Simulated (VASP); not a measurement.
Calculation: PBE GGA with D3 dispersion (Becke-Johnson damping), VASP's PBE PAW potentials (set 64) (plane waves; VASP).

Input for VASP

**INCAR**
```
SYSTEM=Ti
PREC=Accurate; ENCUT=520; LREAL=.FALSE.
LASPH=.TRUE.
EDIFF=1E-6; NELM=100; ALGO=Normal
LMAXMIX=4
ISMEAR=1; SIGMA=0.1
GGA=PE; IVDW=12
IBRION=2; NSW=60; ISIF=3
EDIFFG=-0.01
LWAVE=.FALSE.; LCHARG=.FALSE.
```

### KPOINTS
```
Automatic mesh
0
Gamma
13 13 7
0 0 0
```

File POSCAR:
```
Ti
1.0
  1.4414469952  -2.4966594869   0.0000000000
  1.4414469952   2.4966594869   0.0000000000
  0.0000000000   0.0000000000   4.5751589847
Ti
2
Direct
  0.3333330000   0.6666670000   0.2500000000
  0.6666670000   0.3333330000   0.7500000000
```

POTCAR, in this order: Ti_sv (PBE.64 set). Program: vasp_std.

Question: What does the run give for the energy per atom (σ→0), dispersion energy, band gap (on the k-mesh)?

Answer: 
The energy per atom (σ→0) comes out as -8.454 eV/atom. The dispersion energy is -1.272 eV and the band gap (on the k-mesh) is none (metal, semimetal or under 0.01 eV).

### OSZICAR
```
...
DAV:   8    -0.156453893160E+02   -0.33454E-01   -0.23770E-01  3128   0.642E+00    0.739E-01
DAV:   9    -0.156358805620E+02    0.95088E-02   -0.54250E-02  3192   0.277E+00    0.714E-02
DAV:  10    -0.156361788537E+02   -0.29829E-03   -0.29090E-03  4272   0.438E-01    0.920E-02
DAV:  11    -0.156362014718E+02   -0.22618E-04   -0.19787E-04  3344   0.134E-01    0.298E-02
DAV:  12    -0.156361892936E+02    0.12178E-04   -0.34690E-05  3592   0.527E-02    0.690E-03
DAV:  13    -0.156361910485E+02   -0.17549E-05   -0.91840E-07  2184   0.103E-02    0.154E-03
DAV:  14    -0.156361919342E+02   -0.88574E-06   -0.28308E-07  1648   0.583E-03
   1 F= -.16908410E+02 E0= -.16908282E+02  d E =-.169084E+02
```

The compound is Ti in the hcp structure. It was relaxed first, which changed the volume by -7 %. The start is the result of an earlier pass.
